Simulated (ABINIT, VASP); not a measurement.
This is a calculation of B2P for VASP 6.6.1. Atoms were shifted at random by some hundredths of an Å from the given cell, which wasn't relaxed again for these runs. The cell comes from a database or a generator and needn't be the stable form of this composition.

The input INCAR:

```
PREC = Accurate ; ENCUT = 520
EDIFF = 1E-7 ; ISMEAR = -1
SIGMA = 0.05 ; LREAL = F
LASPH = T ; NELM = 80
ALGO = Normal ; ISIF = 2
LWAVE = F ; LCHARG = F
GGA = PE ; NBANDS = 12
```

The input KPOINTS:

```
Automatic mesh
0
Gamma
  10 10 10
```

POSCAR

```
B2P
1.0
    1.5151200000      0.8747500000      3.9248800000
   -1.5151200000      0.8747500000      3.9248800000
    0.0000000000     -1.7495000000      3.9248800000
B P
2 1
Direct
    0.4129610000      0.4276960000      0.4421030000
    0.5866120000      0.5607760000      0.5703460000
    0.0056280000     -0.0054040000      0.0011620000
```

Potentials or basis: VASP PAW PBE potentials, release 64 (B, P).

Run with:

```console
$ cat potpaw_PBE.64/B/POTCAR potpaw_PBE.64/P/POTCAR > POTCAR
$ mpirun -np 1 vasp_std > vasp.out
```

**Question.** Set up the same calculation for ABINIT 10.8.3 (patched build). Potentials or basis there: JTH PAW PBE v2.0, cutoff 544 eV.

**Answer.** As run (cutoffs and basis follow the program's own potentials, and thresholds, step limits or extra output files can differ):

run.abi

```
# Pseudopotentials
pp_dirpath "./"
pseudos "B.GGA_PBE-JTH.xml, P.GGA_PBE-JTH.xml"

# Structure
acell 4.2971454701 4.2971454701 4.2971424534 Angstrom
rprim
     0.3525875516     0.2035653682     0.9133691255
    -0.3525875516     0.2035653682     0.9133691255
     0.0000000000    -0.4071310223     0.9133697667
ntypat 2
znucl 5 15
natom 3
typat 1 1 2
xcart
    -0.0421886898    -0.0719881487     9.5141645654
     0.0739726495     0.0110687420    12.7403442231
     0.0315864015    -0.0034713796     0.0102798903
chkprim 0
chksymtnons 0
tolsym 1.0e-6

# Plane-wave basis
ecut 20.0
pawecutdg 40.0
pawxcdev 0
pawovlp 30

# k points
kptopt 1
ngkpt 10 10 10
nshiftk 1
shiftk 0.0 0.0 0.0

# Exchange and correlation
ixc 11

# Bands and occupations
nband 10
occopt 3
tsmear 0.00183747

# SCF cycle
nstep 100
tolvrs 1.0e-9

# Output
iomode 3
prtwf 0
prteig 0
prtebands 0
enunit 1
prtden 1
prtvha 1
prtvclmb 1
prtpot 1
```

Potentials or basis: JTH PAW PBE v2.0.

Run with:

```bash
$ abinit run.abi > log 2>&1
```

Both were run:

|  | VASP | ABINIT |
| --- | --- | --- |
| Pressure | -0.1 GPa | -0.1 GPa |
| Largest force | 0.921 eV/Å | 0.928 eV/Å |

Pressure is positive in compression.
